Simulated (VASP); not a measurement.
Crystal: W.

```xyz
1
Lattice="-1.5823 1.5823 1.5823 1.5823 -1.5823 1.5823 1.5823 1.5823 -1.5823" Properties=species:S:1:pos:R:3 pbc="T T T"
W     0.0000    0.0000    0.0000
```

Program: VASP 6.6.1. Alike in all runs: task single point; level PBE; potentials or basis VASP PAW PBE potentials, release 64 (W_sv); no spin polarisation; cell as given; smearing gaussian 0.1 eV. Hardware: 1 thread of AMD EPYC 7R43 64-Core Processor (Zen 3), on a shared host.

Question: Order these runs on this cell by their wall time, lowest first.
A. k mesh 14 × 14 × 14; cutoff (eV) 600; mesh quality not flagged
B. k mesh 14 × 14 × 14; cutoff (eV) 300; mesh quality not flagged
C. k mesh 6 × 6 × 6; cutoff (eV) 520; mesh quality coarse
D. k mesh 24 × 24 × 24; cutoff (eV) 520; mesh quality not flagged

Answer: C (5.6 s), B (14 s), A (40 s), D (100 s).

Caveats: some runs use coarse meshes.
